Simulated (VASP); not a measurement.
The cell holds one SrCl$_{2}$ (fluorite) (111) slab, with vacuum along c, ions free to move until forces fall under 0.03 eV/Å, no reconstruction beyond this cell, dipole correction on.

Here is the system:

```
CELL_PARAMETERS angstrom
      4.89268     0.00000     0.00000
     -2.44634     4.23719     0.00000
      0.00000     0.00000    26.85413
ATOMIC_POSITIONS crystal
  Cl 0.66667 0.33333 0.31230
  Cl 0.33333 0.66667 0.46293
  Cl 0.00000 0.00000 0.38922
  Cl 0.00000 0.00000 0.61078
  Cl 0.66667 0.33333 0.53707
  Cl 0.33333 0.66667 0.68770
  Sr 0.33333 0.66667 0.35262
  Sr 0.00000 0.00000 0.50000
  Sr 0.66667 0.33333 0.64738
```

These are PBEsol GGA, VASP's PBE PAW potentials (set 64) (plane waves; VASP 6.6.1) values and carry that method's errors. Numerical set-up: 400 eV cut-off, 5×5×1 Γ-centred mesh, Gaussian smearing of 0.050 eV, potentials Cl Sr_sv.

Slab and bulk use different k-meshes, so the surface energy is good to a few per cent at best.

The surface energy comes out as 0.21 J/m².

The cell is a thin slab with vacuum, built from SrCl2 (fluorite): (111) face.
